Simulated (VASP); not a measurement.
## GeMo: structure and properties in VASP

What structure does GeMo take at this level, and what are its properties? The steps: first try, rough relaxation of the start cell, relaxing cell and atoms (PBE + D3(BJ)), density, ELF and potential (PBE + D3(BJ)), bands along the symmetry lines (PBE + D3(BJ)), total and projected DOS (PBE + D3(BJ)), core levels (PBE + D3(BJ)), volume scan with PBE + D3(BJ), fit for PBE + D3(BJ) and a single point (PBE + D3(BJ)), changed input. The cell is invented: it takes the structure of a Materials Project entry for TiMo (space group 65 there), with some of its atoms replaced by other elements, volume scaled by an estimate. It may not be a known or stable phase.

Program: VASP 6.6.1. Level of theory: PBE with D3(BJ); plane waves and PAW (Mo_sv, Ge_d); invented cell. Results are calculated unless marked as measured.

Report form: the programs' logs are mostly left out.

## Step 1: Starting point

Symmetry: Cmmm, No. 65, orthorhombic system. Conventional cell: a = 3.125 Å, b = 4.628 Å, c = 4.168 Å, α = 90.00°, β = 90.00°, γ = 90.00°. Nearest to Mo lie 4 Ge at 2.60 Å and 4 Mo at 2.79 Å. Nearest to Ge lie 4 Mo at 2.60 Å and 4 Ge at 2.79 Å. It derives from TiMo. it takes the structure of a Materials Project entry for TiMo (space group 65 there), with some of its atoms replaced by other elements, volume scaled by an estimate. Farther neighbours are not listed.

## Step 2: First try

This run is made with a changed input; what comes of it follows.

Input file INCAR:

```
SYSTEM = GeMo
PREC = Accurate
ENCUT = 410
EDIFF = 1E-06
NELM = 57
ISMEAR = 0
SIGMA = 0.05
LREAL = .FALSE.
ALGO = Normal
GGA = XX
IVDW = 12
NBANDS = 20
LORBIT = 11
LWAVE = .FALSE.
LCHARG = .FALSE.
IBRION = 2
NSW = 30
ISIF = 3
EDIFFG = -0.01
```

Input file POSCAR:

```
GeMo
1.0
    1.5623790000     -2.3142200000      0.0000000000
    1.5623790000      2.3142200000      0.0000000000
    0.0000000000      0.0000000000      4.1675180000
Mo Ge
1 1
Direct
    0.0000000000      0.0000000000      0.0000000000
    0.5000000000      0.5000000000      0.5000000000
```

Input file KPOINTS:

```
Automatic mesh
0
Gamma
10 10 7
0 0 0
```

Potentials, in the order of the species: Mo_sv and Ge_d (PBE family, release 64).

The run is started by

```sh
> mpirun -np 1 vasp_std
```

The job ended after 1 s (1 MPI rank of AMD EPYC 7R43, shared host).

The input was rejected at the start.

VASP's message: “Error: One of the selected functionals does not exist.”. No number of this run is used.

The fault in the input: unknown functional word (GGA = "XX"). Use a GGA word that VASP lists.

## Step 3: Rough relaxation of the start cell

The start is only an estimate, so a cheap relaxation brings it near a minimum before any careful run.

Input file INCAR:

```
SYSTEM = GeMo
PREC = Normal
ENCUT = 410
EDIFF = 1E-05
NELM = 60
ISMEAR = 0
SIGMA = 0.05
LREAL = .FALSE.
ALGO = Fast
GGA = PE
IVDW = 12
NBANDS = 20
LORBIT = 11
LWAVE = .FALSE.
LCHARG = .FALSE.
IBRION = 2
NSW = 40
ISIF = 3
EDIFFG = -0.04
```

POSCAR is that of step 2.

Input file KPOINTS:

```
Automatic mesh
0
Gamma
6 6 4
0 0 0
```

The run is started by

```sh
> mpirun -np 1 vasp_std
```

Elapsed: 47 s, on 1 MPI rank; peak memory 0.1 GiB.

The k-mesh is coarse for a metal. This relaxation is a rough one on cheap settings, only to bring the start near its minimum. Dispersion corrections of this kind ignore metallic screening and tend to overbind metals. The run keeps the 8 symmetry operations of its start, so it cannot find a distortion of lower symmetry.

Relaxation path:

```csv
step,energy less that of the first step (eV),largest force (eV/Å),pressure (GPa),volume (Å³)
1,0.0000,0.0000,1.56,30.14
2,-0.0113,0.0000,-2.23,30.77
3,-0.0136,0.0000,-1.03,30.56
4,-0.0136,0.0000,-1.25,30.57
5,-0.0132,0.0000,2.26,30.16
6,-0.0147,0.0000,0.12,30.37
7,-0.0147,0.0000,0.32,30.37
8,-0.0152,0.0000,0.45,30.37
9,-0.0153,0.0000,0.13,30.37
```

```csv
"conventional cell, symmetrised",before,after,change
a (Å),3.125,3.179,+1.7 %
b (Å),4.628,4.678,+1.1 %
c (Å),4.168,4.085,-2.0 %
volume (Å³/atom),15.07,15.18,+0.8 %
```

Final coordinates:

```xyz
2
Lattice="1.5894 -2.3388 0.0000 1.5894 2.3388 0.0000 0.0000 0.0000 4.0846" Properties=species:S:1:pos:R:3 pbc="T T T"
Mo    0.0000    0.0000    0.0000
Ge    1.5894    0.0000    2.0423
```

Numbers from this step:

```yaml
electrons: 28
bands: 20
irreducible_k_points: 39
symmetry_operations: 8
free_energy_toten: -16.26 eV
energy_at_zero_smearing: -16.26 eV
fermi_energy: 11.30 eV
pressure: 0.1342 GPa
metallic: yes
scf_cycles_over_all_ionic_steps: 58
```

It ends with forces that vanish by symmetry and a pressure of 0.13 GPa.

## Step 4: Relaxing cell and atoms (PBE + D3(BJ))

Properties are meant for the cell that this level of theory prefers, so cell and atoms are relaxed first (ISIF = 3) until forces and stress are small; EDIFFG sets the threshold.

Input file INCAR:

```
SYSTEM = GeMo
PREC = Accurate
ENCUT = 410
EDIFF = 1E-06
NELM = 100
ISMEAR = 0
SIGMA = 0.05
LREAL = .FALSE.
ALGO = Normal
GGA = PE
IVDW = 12
NBANDS = 20
LORBIT = 11
LWAVE = .FALSE.
LCHARG = .FALSE.
IBRION = 2
NSW = 60
ISIF = 3
EDIFFG = -0.01
```

Input file POSCAR:

```
GeMo
1.0
    1.5893906564     -2.3388260961      0.0000000000
    1.5893906564      2.3388260961      0.0000000000
    0.0000000000      0.0000000000      4.0845895782
Mo Ge
1 1
Direct
    0.0000000000      0.0000000000      0.0000000000
    0.5000000000      0.5000000000      0.5000000000
```

Input file KPOINTS:

```
Automatic mesh
0
Gamma
10 10 7
0 0 0
```

The run is started by

```sh
> mpirun -np 1 vasp_std
```

The job ended after 3.5 min (1 MPI rank; peak memory 0.15 GiB).

Relaxation path:

```csv
step,energy less that of the first step (eV),largest force (eV/Å),pressure (GPa),volume (Å³)
1,0.0000,0.0000,0.50,30.37
2,-0.0033,0.0000,-0.69,30.57
3,-0.0033,0.0000,-0.57,30.58
4,-0.0035,0.0000,0.62,30.37
5,-0.0037,0.0000,0.20,30.47
6,-0.0038,0.0000,0.01,30.49
```

```csv
"conventional cell, symmetrised",before,after,change
a (Å),3.179,3.213,+1.1 %
b (Å),4.678,4.698,+0.4 %
c (Å),4.085,4.039,-1.1 %
volume (Å³/atom),15.18,15.24,+0.4 %
```

The relaxed structure:

```xyz
2
Lattice="1.6066 -2.3489 0.0000 1.6066 2.3489 0.0000 0.0000 0.0000 4.0392" Properties=species:S:1:pos:R:3 pbc="T T T"
Mo    0.0000    0.0000    0.0000
Ge    1.6066    0.0000    2.0196
```

Numbers from this step:

```
irreducible k-points            : 124
free energy (TOTEN)             : -16.18 eV
energy at zero smearing         : -16.18 eV
Fermi energy                    : 11.29 eV
pressure                        : 0.01298 GPa
SCF cycles over all ionic steps : 42
```

It ends with forces that vanish by symmetry and a pressure of 0.01 GPa.

## Step 5: Density, ELF and potential (PBE + D3(BJ))

A single point on the relaxed cell gives a clean self-consistent state, with density, ELF and potential written out.

Edit INCAR of step 4 so:

```diff
@@ -14,6 +14,5 @@
 LWAVE = .FALSE.
-LCHARG = .FALSE.
-IBRION = 2
-NSW = 60
-ISIF = 3
-EDIFFG = -0.01
+LCHARG = .TRUE.
+ISIF = 2
+LELF = .TRUE.
+LVHAR = .TRUE.
```

Input file POSCAR:

```
GeMo
1.0
    1.6066499670     -2.3489485359      0.0000000000
    1.6066499670      2.3489485359      0.0000000000
    0.0000000000      0.0000000000      4.0392026395
Mo Ge
1 1
Direct
    0.0000000000      0.0000000000      0.0000000000
    0.5000000000      0.5000000000      0.5000000000
```

KPOINTS is that of step 4.

The run is started by

```sh
> mpirun -np 1 vasp_std
```

Run time: 54 s. Hardware: 1 MPI rank; peak memory 0.15 GiB.

This step gave:

```
SCF cycles : 12
pressure   : -0.02516 GPa
```

Valence electrons inside each PAW sphere by angular momentum. Sphere charges, by row:

```csv
atom,s (e),p (e),d (e),tot (e)
Mo1,2.289,6.159,4.058,12.51
Ge2,1.151,1.218,10.1,12.47
```

Electrostatic potential energy in the ac plane of the conventional cell at fractional y = 0.000, with atoms of Mo and Ge within 0.2 Å of it. With pseudopotentials it is smooth inside the atoms' cores, unlike the true potential.

Ten even steps from '_' (-64 eV) to '@' (0 eV), each cell a mean:
```
____..--**@@@@@@@@%%++--____
__..::++##@@@@@@@@@@##==::__
::--++##%%@@@@@@@@@@%%**==--
****##%%@@@@@@@@@@@@@@%%##**
%%@@@@@@%%%%##**##%%@@@@@@%%
@@@@@@%%##++==--==++##@@@@@@
@@@@@@%%++--::..::==**%%@@@@
@@@@@@##==::____..::++%%@@@@
@@@@@@##==..____..::++##@@@@
@@@@@@##++::......--++%%@@@@
@@@@@@%%**==------++##@@@@@@
@@@@@@@@%%##**++**##%%@@@@@@
**##%%@@@@@@%%%%@@@@@@%%####
--==++##@@@@@@@@@@@@%%##++==
....--++%%@@@@@@@@@@##==::..
____..--##@@@@@@@@%%**--..__
____..--**@@@@@@@@%%++::____
```
Columns run along a (3.2 Å; values clipped at the 3rd and 97th percentile), rows up along c (4.0 Å), edges of the conventional cell, whose origin can differ from the input's. Atoms in or near the plane, at fractional coordinates: Mo at (0.00, 0.00), Ge at (0.50, 0.50).

ELF in the ac plane of the conventional cell at fractional y = 0.000, with atoms of Mo and Ge within 0.2 Å of it. It is the smooth field of the valence electrons, not physical close to the nuclei.

Ten even steps from '0' (0.17) to '9' (0.70), each cell a mean:
```
58972012103897
99851023102699
98521245421368
44223566543234
11245666665421
12466654566542
23566311246653
24554100025553
24554100025553
23565200136553
13566543466642
11356666666421
33224566653223
87421355421257
99841133201599
69961012102898
27972012003996
```
Columns run along a (3.2 Å), rows up along c (4.0 Å), edges of the conventional cell, whose origin can differ from the input's. Atoms in or near the plane, at fractional coordinates: Mo at (0.00, 0.00), Ge at (0.50, 0.50).

Valence density in the ac plane of the conventional cell at fractional y = 0.000, with atoms of Mo and Ge within 0.2 Å of it. It is the smooth field of the valence electrons, not physical close to the nuclei.

Values in e/Å³, 17 rows by 14 columns, each cell a mean:
```
 7  7  4  2  1  0  0  0  0  0  1  3  5  7
 6  5  3  1  1  0  0  0  0  0  1  2  4  5
 3  2  1  1  0  0  0  0  0  0  0  1  2  3
 1  1  1  0  0  0  0  0  0  0  0  1  1  1
 0  0  0  0  0  1  1  1  1  1  0  0  0  0
 0  0  0  0  1  2  3  4  3  1  1  0  0  0
 0  0  0  1  2  5  8  9  7  3  1  0  0  0
 0  0  0  1  3  8 14 16 13  6  2  1  0  0
 0  0  0  1  3  9 15 17 13  6  2  1  0  0
 0  0  0  1  2  6 10 12  9  4  1  0  0  0
 0  0  0  0  1  2  4  5  4  2  1  0  0  0
 0  0  0  0  1  1  1  1  1  1  0  0  0  0
 1  1  1  0  0  0  0  0  0  0  0  0  1  1
 2  2  1  1  0  0  0  0  0  0  0  1  1  2
 5  4  2  1  1  0  0  0  0  0  1  1  3  4
 7  6  4  2  1  0  0  0  0  0  1  2  5  7
 7  7  5  2  1  0  0  0  0  0  1  3  6  7
```
Columns run along a (3.2 Å), rows up along c (4.0 Å), edges of the conventional cell, whose origin can differ from the input's. Atoms in or near the plane, at fractional coordinates: Mo at (0.00, 0.00), Ge at (0.50, 0.50).

In this run the pressure is -0.03 GPa, small enough to go on.

## Step 6: Bands along the symmetry lines (PBE + D3(BJ))

Levels along the symmetry lines show where the bands peak and cross; KPOINTS_OPT computes them in the converged potential.

Input file INCAR:

```
SYSTEM = GeMo
PREC = Accurate
ENCUT = 410
EDIFF = 1E-06
NELM = 100
ISMEAR = 0
SIGMA = 0.05
LREAL = .FALSE.
ALGO = Normal
GGA = PE
IVDW = 12
NBANDS = 26
LORBIT = 11
LWAVE = .FALSE.
LCHARG = .FALSE.
```

POSCAR is that of step 5.

KPOINTS is that of step 5.

Input file KPOINTS_OPT:

```
Line mode
16
Line-mode
Reciprocal
  0.00000000   0.00000000   0.00000000 GAMMA
  0.36695951   0.36695951   0.00000000 X

  0.36695951   0.36695951   0.00000000 X
  0.00000000   0.50000000   0.00000000 S

  0.00000000   0.50000000   0.00000000 S
  0.00000000   0.50000000   0.50000000 R

  0.00000000   0.50000000   0.50000000 R
  0.36695951   0.36695951   0.50000000 A

  0.36695951   0.36695951   0.50000000 A
  0.00000000   0.00000000   0.50000000 Z

  0.00000000   0.00000000   0.50000000 Z
  0.00000000   0.00000000   0.00000000 GAMMA

  0.00000000   0.00000000   0.00000000 GAMMA
 -0.50000000   0.50000000   0.00000000 Y

 -0.50000000   0.50000000   0.00000000 Y
 -0.36695951   0.63304049   0.00000000 X1

 -0.36695951   0.63304049   0.00000000 X1
 -0.36695951   0.63304049   0.50000000 A1

 -0.36695951   0.63304049   0.50000000 A1
 -0.50000000   0.50000000   0.50000000 T

 -0.50000000   0.50000000   0.50000000 T
 -0.50000000   0.50000000   0.00000000 Y

  0.00000000   0.00000000   0.50000000 Z
 -0.50000000   0.50000000   0.50000000 T
```

The run is started by

```sh
> mpirun -np 1 vasp_std
```

Wall time 2.2 min (1 MPI rank); peak memory 0.18 GiB.

Spin-orbit coupling is off here; it would split degenerate levels.

Numbers from this step:

| Item | Value |
| --- | --- |
| bands | 26 |
| pressure | -0.02937 GPa |

The electronic bands at the labelled points (eV, zero at the Fermi level; # counts the bands kept):

```csv
point,#2,#3,#4,#5,#6,#7,#8,#9
Γ,-4.29,-2.48,-2.34,0.23,0.44,1.49,5.66,5.83
0.47 of the way,-4.26,-3.27,-3.03,0.21,0.63,1.97,3.20,4.27
X,-4.52,-4.40,-3.30,-2.31,-0.90,1.51,3.66,5.68
0.47 of the way,-6.23,-4.42,-3.29,-0.94,0.37,1.62,4.20,7.37
S,-7.03,-4.97,-3.74,0.55,1.85,3.78,4.94,5.98
0.47 of the way,-6.38,-3.80,-3.66,0.34,1.47,2.08,3.71,6.12
R,-5.05,-3.96,-2.26,-0.20,0.08,2.01,2.19,5.05
0.47 of the way,-4.96,-3.51,-2.37,-1.17,-0.08,2.28,2.74,4.02
A,-5.66,-4.35,-2.58,-0.59,0.06,2.60,2.88,4.68
0.47 of the way,-4.64,-2.40,-1.94,-1.89,-0.83,1.66,4.05,4.07
Z,-7.29,-2.27,-2.09,-0.73,0.32,1.20,8.20,9.24
0.47 of the way,-5.97,-2.30,-2.24,-0.29,0.29,1.32,7.53,7.72
Γ,-4.29,-2.48,-2.34,0.23,0.44,1.49,5.66,5.83
0.53 of the way,-3.38,-3.01,-1.75,-0.41,-0.24,2.44,3.05,3.85
Y,-5.06,-3.28,-2.95,-0.98,0.82,1.77,2.78,3.37
0.47 of the way,-4.90,-3.36,-2.80,-1.90,-0.50,2.63,3.03,3.61
X1,-4.52,-4.40,-3.30,-2.31,-0.90,1.51,3.66,5.68
0.47 of the way,-5.12,-4.39,-3.45,-1.34,0.52,1.90,2.16,5.79
A1,-5.66,-4.35,-2.58,-0.59,0.06,2.60,2.88,4.68
0.47 of the way,-6.38,-5.16,-2.88,-0.10,0.66,2.63,3.62,4.77
T,-5.97,-5.55,-3.08,-0.20,1.87,2.52,3.37,5.39
0.47 of the way,-6.16,-3.91,-2.46,-0.80,-0.12,3.37,3.51,5.06
Y,-5.06,-3.28,-2.95,-0.98,0.82,1.77,2.78,3.37
jump to Z,-7.29,-2.27,-2.09,-0.73,0.32,1.20,8.20,9.24
0.47 of the way,-5.81,-1.92,-1.26,-1.14,-0.41,-0.38,3.41,7.12
T,-5.97,-5.55,-3.08,-0.20,1.87,2.52,3.37,5.39
```

Of the projections kept (Mo, Ge), the largest for each band there; the rest of the weight can lie on other orbitals:

```csv
point,#2,#3,#4,#5,#6,#7,#8,#9
Γ,Mo 0.94,Ge 0.77,Mo 0.99,Mo 0.97,Mo 0.94,Mo 1.00,Mo 0.75,Ge 0.93
X,Mo 0.51,Ge 0.73,Mo 0.72,Mo 0.94,Mo 0.75,Mo 0.88,Mo 0.85,Ge 0.57
S,Ge 0.56,Mo 0.70,Mo 0.93,Mo 0.98,Mo 0.99,Mo 0.80,Mo 0.58,Ge 0.55
R,Ge 0.87,Mo 0.97,Ge 0.66,Mo 0.92,Mo 0.93,Mo 0.98,Mo 0.76,Ge 0.97
A,Mo 0.52,Mo 0.75,Ge 0.78,Mo 0.93,Mo 0.94,Mo 0.76,Mo 0.71,Mo 0.60
Z,Mo 0.64,Mo 1.00,Mo 0.91,Mo 0.83,Mo 1.00,Mo 1.00,Ge 0.97,Ge 0.92
```

There is no gap at this level.

## Step 7: Total and projected DOS (PBE + D3(BJ))

A density of states needs more k-points than a total energy; ISMEAR = -5 takes tetrahedra, and LORBIT projects the states on the PAW spheres. The mesh is finer than in the run before.

Edit INCAR of step 6 so:

```diff
@@ -5,3 +5,3 @@
 NELM = 100
-ISMEAR = 0
+ISMEAR = -5
 SIGMA = 0.05
@@ -15 +15,2 @@
 LCHARG = .FALSE.
+NEDOS = 2001
```

POSCAR is that of step 6.

Input file KPOINTS:

```
Automatic mesh
0
Gamma
15 15 10
0 0 0
```

The run is started by

```sh
> mpirun -np 1 vasp_std
```

Elapsed: 4.6 min, on 1 MPI rank; peak memory 0.28 GiB.

With tetrahedra the forces and stress of a metal are not exact derivatives of the energy.

This step gave:

* SCF cycles: 13
* irreducible k-points: 384
* pressure: -0.005525 GPa
* DOS at the Fermi level: 1.731 states/eV/cell

The density of states has structure finer than the step of the table below, so its rows give means over 1 eV, whole bins alone (the curve runs from -12.0 to 7.97 eV). Peaks (eV: height): total -3.6: 2.09, -2.5: 2.06, 0.3: 2.27, 1.7: 2.12; Mo d -2.3: 1.21, 0.3: 1.69, 1.7: 1.38, 2.9: 0.916; Ge p -5.0: 0.376, -4.2: 0.301, -3.6: 0.324, 5.1: 0.300; Ge s -9.4: 0.297, 0.8: 0.0708, 1.7: 0.0809, 2.9: 0.129; Ge d 0.2: 0.0554, 1.7: 0.0445, 2.9: 0.0516, 6.9: 0.119.

States under -12.0 eV and over 8.0 eV are left out. The density of states by energy, zero at the Fermi level; means over each step; values in states/eV/cell:

```csv
energy (eV),total,Mo d,Ge p,Ge s,Ge d,Mo s
-11,0.386,0.0132,0.0142,0.193,8.2e-4,0.0141
-10,0.438,0.0315,0.0215,0.215,0.00190,0.0113
-9,0.508,0.0543,0.0225,0.255,0.00404,0.00833
-8,0.321,0.0407,0.0138,0.162,0.00289,0.00554
-7,0.103,0.0120,0.0173,0.0202,5.3e-4,0.0134
-6,0.408,0.0674,0.100,0.0136,0.00309,0.0480
-5,1.27,0.333,0.305,0.0280,0.0129,0.0870
-4,1.38,0.576,0.253,0.0298,0.0154,0.0365
-3,1.85,0.949,0.252,0.0294,0.0349,0.0175
-2,1.30,0.808,0.106,0.0198,0.0276,0.0108
-1,1.02,0.654,0.0669,0.0153,0.0316,0.0139
0,1.76,1.28,0.0805,0.0364,0.0456,0.0222
1,1.52,1.10,0.0788,0.0470,0.0291,0.0199
2,1.39,0.864,0.162,0.0551,0.0289,0.0258
3,1.43,0.700,0.234,0.0952,0.0408,0.0476
4,0.802,0.293,0.188,0.0427,0.0306,0.0320
5,0.920,0.266,0.278,0.0230,0.0417,0.0393
6,0.812,0.164,0.255,0.0214,0.0469,0.0665
7,1.01,0.234,0.194,0.0230,0.0875,0.120
```

The finer mesh and the other smearing move the Fermi level by +0.01 eV from the 10×10×7 run, a small shift, which tests the Fermi level alone. Of the states within 0.3 eV of the Fermi level, the largest shares in the PAW spheres are Mo d 73 %. The rest lies in smaller channels or between the spheres.

## Step 8: Core levels (PBE + D3(BJ))

ICORELEVEL = 1 prints the core eigenvalues in the potential of the ground state.

Input file INCAR:

```
SYSTEM = GeMo
PREC = Accurate
ENCUT = 410
EDIFF = 1E-06
NELM = 100
ISMEAR = 0
SIGMA = 0.05
LREAL = .FALSE.
ALGO = Normal
GGA = PE
IVDW = 12
NBANDS = 20
LORBIT = 11
LWAVE = .FALSE.
LCHARG = .FALSE.
ICORELEVEL = 1
```

POSCAR is that of step 7.

Input file KPOINTS:

```
Automatic mesh
0
Gamma
10 10 7
0 0 0
```

The run is started by

```sh
> mpirun -np 1 vasp_std
```

Elapsed: 55 s, on 1 MPI rank; peak memory 0.14 GiB.

These are scalar-relativistic Kohn-Sham levels of the ground state, with no core hole, so they are not binding energies.

This step gave:

```
SCF cycles           : 12
bands                : 20
irreducible k-points : 124
pressure             : -0.02516 GPa
```

Kohn-Sham core levels. Core levels, by row:

```csv
atom,shell,level below the Fermi level (eV)
Mo1,1s,19816
Mo1,2s,2796
Mo1,2p,2499
Mo1,3s,473.4
Mo1,3p,376.1
Mo1,3d,217.9
Ge2,1s,10955
Ge2,2s,1367
Ge2,2p,1194
Ge2,3s,164
Ge2,3p,111.2
```

## Step 9: Volume scan with PBE + D3(BJ)

An equation of state needs energies on both sides of the minimum, all on one mesh and cutoff.

Edit INCAR of step 8 so:

```diff
@@ -15,2 +15,2 @@
 LCHARG = .FALSE.
-ICORELEVEL = 1
+ISIF = 2
```

Input file POSCAR:

```
GeMo
1.0
    1.5738519892     -2.3009973559      0.0000000000
    1.5738519892      2.3009973559      0.0000000000
    0.0000000000      0.0000000000      3.9567467959
Mo Ge
1 1
Direct
    0.0000000000      0.0000000000      0.0000000000
    0.5000000000      0.5000000000      0.5000000000
```

KPOINTS is that of step 8.

The run is started by

```sh
> mpirun -np 1 vasp_std
```

It took 43 s on 1 MPI rank; peak memory 0.14 GiB.

The scan keeps the cell's shape and the fractional positions fixed.

This step gave:

- free energy (TOTEN): -16.10 eV
- energy at zero smearing: -16.10 eV
- Fermi energy: 12.23 eV
- pressure: 13.95 GPa

The pressure here is 13.95 GPa.

## Step 10: Volume scan with PBE + D3(BJ) (run 2)

INCAR is that of step 9.

Input file POSCAR:

```
GeMo
1.0
    1.5849358191     -2.3172020965      0.0000000000
    1.5849358191      2.3172020965      0.0000000000
    0.0000000000      0.0000000000      3.9846121281
Mo Ge
1 1
Direct
    0.0000000000      0.0000000000      0.0000000000
    0.5000000000      0.5000000000      0.5000000000
```

KPOINTS is that of step 9.

The run is started by

```sh
> mpirun -np 1 vasp_std
```

Run time: 57 s. Hardware: 1 MPI rank; peak memory 0.14 GiB.

This step gave:

```
free energy (TOTEN)     : -16.15 eV
energy at zero smearing : -16.15 eV
Fermi energy            : 11.90 eV
pressure                : 8.785 GPa
```

The pressure falls from 13.95 to 8.79 GPa.

The run ends at a pressure of 8.79 GPa.

(Continued in part 2 of 2.)

[Lines on the potential files, build, host, timing and source positions are cut from VASP's logs without a mark.]

[Logs are printed without paths, hosts, clocks, repeated set-up lines and the standing remarks that a program may print on its own settings, such as how far it seeks lower states.]

[Hosts, paths, dates, database ids (printed as entryN), source tags and the programs' standing remarks are cut or masked in the printed files.]

[A measured line is paired with the nearest computed mode of its activity, which favours agreement.]
